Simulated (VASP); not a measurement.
Given:

```
ZrN
1.0
    0.00000     2.28238     2.28238
    2.28238     0.00000     2.28238
    2.28238     2.28238     0.00000
Zr N
1 1
Direct
  0.00000   0.00000   0.00000
  0.50000   0.50000   0.50000
```

All values below come from vdW-DF-cx, VASP's PBE PAW potentials (set 64) (plane waves; VASP). Numerical set-up: 520 eV cut-off, Gaussian smearing of 0.050 eV, potentials Zr_sv N.

Problem. Give the energies of bands 6 to 11 at the high-symmetry points, in eV from the Fermi level.

Solution. 
```tsv
band	Γ	X	U	L	W
6	-2.69	-4.57	-5.56	-7.76	-5.50
7	-2.69	-3.58	-4.77	-5.78	-4.78
8	-2.69	-3.19	-4.51	-5.78	-4.78
9	-0.45	-3.19	-0.75	3.05	1.00
10	-0.45	3.42	3.43	3.11	1.00
11	-0.45	4.59	3.71	3.11	4.60
```

It has no gap at this level: it comes out as a metal or semimetal.

The compound is ZrN in the rock salt structure. It was relaxed first. The electron count is odd and the run is not spin-polarised, which forces a metal.
